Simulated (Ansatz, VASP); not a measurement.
# Al34Ga20O81 (amorphous 37Ga2O3-63Al2O3 (mol %)) in two plane-wave programs, part 2 of 2

Aim: how closely do two programs agree when they are given the same cell, functional and k mesh? Of the first pair: The structure shown is the start of the Ansatz relaxation below; VASP solves that cell, so the two are compared at the walk's first step.

VASP 6.6.1 and Ansatz 0.2.0.

So far. Step 3 (VASP: single point, PBE, start cell, pair 1): The run ends at a pressure of -1.52 GPa, with forces up to 0.28 eV/Å.

### Step 6. VASP: single point, PBE, relaxed atoms in a fixed cell, pair 2

Level of this step: PBE; plane waves and PAW (Ga_d, Al, O) (VASP).

The same cell, functional and mesh now go to VASP, with its own data sets.

The input, INCAR:

```
SYSTEM = Al34Ga20O81
PREC = Accurate
ENCUT = 600
EDIFF = 1E-06
NELM = 120
ISMEAR = 0
SIGMA = 0.01
LREAL = Auto
ALGO = Normal
GGA = PE
NBANDS = 518
LORBIT = 11
LWAVE = .FALSE.
LCHARG = .FALSE.
ISIF = 2
LASPH = .TRUE.
GGA_COMPAT = .FALSE.
EFERMI = MIDGAP
```

The input, POSCAR:

```
Al34Ga20O81
1.0
   11.3456100000     -0.1246500000     -0.0735500000
   -0.1259000000     11.5212500000     -0.0525100000
   -0.0742900000     -0.0525100000     11.1254500000
Ga Al O
20 34 81
Direct
    0.6786600000      0.8354900000      0.4535500000
    0.2486700000      0.6376400000      0.3467000000
    0.3150500000      0.2075600000      0.3851100000
    0.5830500000      0.6229900000      0.8224500000
    0.0982000000      0.4049600000      0.6992200000
    0.8570300000      0.4042100000      0.8478000000
    0.2264100000      0.7716800000      0.1258600000
    0.5244200000      0.9072500000      0.7702800000
    0.7563000000      0.5221900000      0.3294800000
    0.4544700000      0.5862000000      0.0853000000
    0.1455700000      0.4664100000      0.1616300000
    0.3835700000      0.7815200000      0.5264800000
    0.3844200000      0.5207000000      0.6458100000
    0.8608800000      0.1323500000      0.0023800000
    0.4308100000      0.8835600000      0.0115900000
    0.9594500000      0.6496100000      0.2064400000
    0.8785800000      0.7074100000      0.7410800000
    0.7171200000      0.9325800000      0.9549200000
    0.3198300000      0.4319500000      0.8880600000
    0.3223500000      0.2088500000      0.1352700000
    0.9526100000      0.8258300000      0.0072000000
    0.1460000000      0.8852800000      0.4777000000
    0.8493800000      0.3854000000      0.1343000000
    0.0794200000      0.5861600000      0.9179100000
    0.3273800000      0.7193400000      0.8435400000
    0.4370100000      0.2981600000      0.5958200000
    0.1767100000      0.9998100000      0.0192700000
    0.7337400000      0.0187700000      0.6536300000
    0.0127400000      0.9500300000      0.2411600000
    0.6771700000      0.6021700000      0.5581200000
[... 99 atom lines left out ...]
    0.9589100000      0.6629800000      0.9939800000
    0.3064700000      0.8800400000      0.8657400000
    0.8033000000      0.3676800000      0.2860700000
    0.1991700000      0.2672500000      0.4894200000
    0.9022900000      0.6223100000      0.3682300000
    0.5928900000      0.2903100000      0.6100900000
```

The input, KPOINTS:

```
Automatic mesh
0
Gamma
1 1 1
0 0 0
```

PAW data sets: Ga_d, Al and O (PBE family, release 64).

Run with:

```
> export OMP_NUM_THREADS=3
> mpirun -np 1 vasp_gam
```

Output:

```text
[... set-up lines as in an earlier step ...]
 entering main loop
       N       E                     dE             d eps       ncg     rms          rms(c)
DAV:   1     0.233323381195E+05    0.23332E+05   -0.34697E+05  1052   0.282E+03
DAV:   2     0.534812413912E+04   -0.17984E+05   -0.16945E+05  1036   0.880E+02
DAV:   3    -0.276503129871E+03   -0.56246E+04   -0.52010E+04  1452   0.360E+02
DAV:   4    -0.101465354271E+04   -0.73815E+03   -0.72599E+03  1488   0.138E+02
[...]
DAV:  19    -0.913743272005E+03   -0.28895E-06   -0.10382E-05  1344   0.172E-02    0.393E-03
DAV:  20    -0.913743272556E+03   -0.55089E-06   -0.10005E-05   952   0.102E-02    0.290E-03
DAV:  21    -0.913743272598E+03   -0.42452E-07   -0.20561E-06   776   0.852E-03
   1 F= -.91374327E+03 E0= -.91374327E+03  d E =0.000000E+00
```

OUTCAR, selected parts (step 6):

```text
  Total      -16.0524743     -7.2805015     -7.8452805      0.0252114     -0.7385832      0.2266233
  in kB      -17.6883820     -8.0224574     -8.6447931      0.0277807     -0.8138522      0.2497185
  external PRESSURE =     -11.4518775 kB  Pullay stress =       0.0000000 kB

 POSITION                                       TOTAL-FORCE (eV/Angst)
[...]
9.32124      5.20379     11.03473        -0.009523      0.017412      0.031813
      8.48110      8.89729      0.06771        -0.014855     -0.048685      0.010427
      5.92654      9.78692      5.82554         0.000526      0.023294      0.022253
      4.28637      6.48709      9.12220         0.025672      0.057773      0.018047
     10.38356      0.38323      3.63169        -0.000739     -0.001457     -0.003662
      6.74725      6.36684     10.84035         0.040145     -0.005065      0.031763
      7.80103      9.93179      3.13768         0.019142      0.000974     -0.049789
      6.22497      6.63179      7.25871         0.017772     -0.007602     -0.054266
      8.76812     10.68808      5.76175         0.013809      0.003111      0.003525
     -0.07707      7.61325      7.06306         0.050554     -0.005626     -0.008943
      3.08055      1.14206      2.93877        -0.014952     -0.075801      0.005021
      1.52072     10.47756      3.42316        -0.008595      0.008598      0.004493
      7.85923      0.96320     10.98192        -0.064626      0.025998     -0.003951
      5.27285     11.35567      3.60094        -0.002493      0.000357      0.010033
[...]
-----------------------------------------------------------------------------------
    total drift:                               -0.005286     -0.001200      0.005839

  FREE ENERGIE OF THE ION-ELECTRON SYSTEM (eV)
  ---------------------------------------------------
  free  energy   TOTEN  =      -913.7432725982 eV

  energy  without entropy=     -913.7432725982  energy(sigma->0) =     -913.74327260

[... 1 part as in an earlier step ...]

[... 2 further parts left out ...]
[key lines of the parts left out:]
E-fermi :   5.4312
```

The run ends at a pressure of -1.15 GPa, with forces up to 0.093 eV/Å.

### Step 7. Differences

What differs besides the data sets and the points named for the pairs above, as far as they apply: the cutoff is 420 eV in Ansatz and 600 eV in VASP (PREC = Accurate, projectors in real space). Total energies have different zeros and are not compared.

Both answers:

| quantity | Ansatz | VASP | difference |
| --- | --- | --- | --- |
| pressure (GPa) | -1.10 | -1.15 | +0.05 |
| gap on the k mesh (eV) | 2.310 | 2.289 | +0.021 |

Forces on 8 of the 135 atoms, those with the largest forces and the largest differences (eV/Å; atoms numbered as in POSCAR):

| atom | Ansatz x, y, z | VASP x, y, z |
| --- | --- | --- |
| Ga13 | 0.005, -0.005, -0.008 | 0.014, 0.043, -0.058 |
| O66 | 0.017, 0.037, 0.008 | 0.044, 0.082, 0.005 |
| O67 | 0.018, -0.001, -0.004 | 0.066, 0.028, 0.031 |
| O83 | 0.003, -0.013, 0.001 | -0.015, -0.076, 0.005 |
| O105 | 0.013, -0.020, -0.028 | 0.053, -0.052, -0.028 |
| O109 | -0.017, -0.013, 0.002 | -0.044, -0.037, 0.040 |
| O112 | 0.003, 0.013, 0.005 | 0.061, -0.021, 0.014 |
| O134 | 0.005, 0.006, 0.028 | 0.011, 0.014, 0.068 |

The forces differ by 19 meV/Å r.m.s., which is 84.0 % of the r.m.s. force of 0.022 eV/Å (both taken over all components). A gap on the mesh is an upper bound, since the band edges may lie between its points.

### Step 8. Results

* r.m.s. force difference (single point, PBE, start cell, pair 1): 19 meV/Å
* r.m.s. force difference (single point, PBE, relaxed atoms in a fixed cell, pair 2): 19 meV/Å

**Reading.** The r.m.s. force difference is 19 meV/Å (single point, PBE, start cell, pair 1), beyond the 12 meV/Å picked in this series as the mark of a large difference. What causes the difference of the single point, PBE, start cell, pair 1 pair stays open here. What causes the difference of the single point, PBE, relaxed atoms in a fixed cell, pair 2 pair stays open here. Such differences can come from data sets, numerical settings and the points named under the comparisons, not from the functional's error against experiment.

[Lines on the potential files, build, host, timing and source positions are cut from VASP's logs without a mark.]

[Logs are printed without paths, hosts, clocks, repeated set-up lines and the standing remarks that a program may print on its own settings, such as how far it seeks lower states.]

[Hosts, paths, dates, database ids (printed as entryN), source tags and the programs' standing remarks are cut or masked in the printed files.]
